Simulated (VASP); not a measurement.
VASP input:

### INCAR
```
EDIFFG = -0.01
NELM = 100   # most electronic steps
SIGMA = 0.05
ISMEAR = 0
LWAVE = .FALSE.
GGA = PE   # PBE
EDIFF = 1E-6   # SCF stop (eV)
LREAL = .FALSE.   # projection in real space or not
SYSTEM = YN
LCHARG = .FALSE.
ALGO = Normal
LMAXMIX = 4   # l cut-off of mixed one-centre charges
NSW = 40
PREC = Accurate
LASPH = .TRUE.   # aspherical one-centre terms
ENCUT = 520   # plane-wave cut-off (eV)
ISIF = 3   # ions, shape and volume
IBRION = 2   # conjugate gradients
```

File POSCAR:
```
YN
1.0
  0.0000000000   2.4400000000   2.4400000000
  2.4400000000   0.0000000000   2.4400000000
  2.4400000000   2.4400000000   0.0000000000
Y N
1 1
Cart
  0.0000000000   0.0000000000   0.0000000000
  2.4400000000   2.4400000000   2.4400000000
```

### KPOINTS
```
Regular mesh
0
gamma
 7 7 7
```

POTCAR, in this order: Y_sv N (PBE.64 set). Program: vasp_std.

### Question
Translate this PBE calculation to Ansatz.

### Answer
One equivalent input (not run):
Ansatz 0.2 input:
```yaml
crystal:
  lattice:
    - [0.0000000, 2.4400000, 2.4400000]
    - [2.4400000, 0.0000000, 2.4400000]
    - [2.4400000, 2.4400000, 0.0000000]
  atoms:
    - { symbol: Y, position: [0.0000000, 0.0000000, 0.0000000] }
    - { symbol: N, position: [0.5000000, 0.5000000, 0.5000000] }
kpoints:
  mp_grid: { grid: [7, 7, 7] }
hamiltonian:
  xc: pbe
  pseudopotentials: { kind: paw }
scf:
  occupations: { method: gaussian, width: 0.05 }
  max_iter: 100
relax:
  max_steps: 40
  f_tol: 0.01
  cell: {}
output: { forces: true, stress: true, eigenvalues: true }
```
The two are equivalent in intent, not identical: each code has its own PAW files, so the cut-off isn't converted (ENCUT is set for VASP's; basis.ecutwfc is left out, and Ansatz then takes the one that its files recommend); Ansatz stops its SCF on the density residual and VASP on the energy change (EDIFF).

The compound is YN in the rock salt structure. This run relaxes it. Symmetry was kept, so distortions that lower it aren't found.
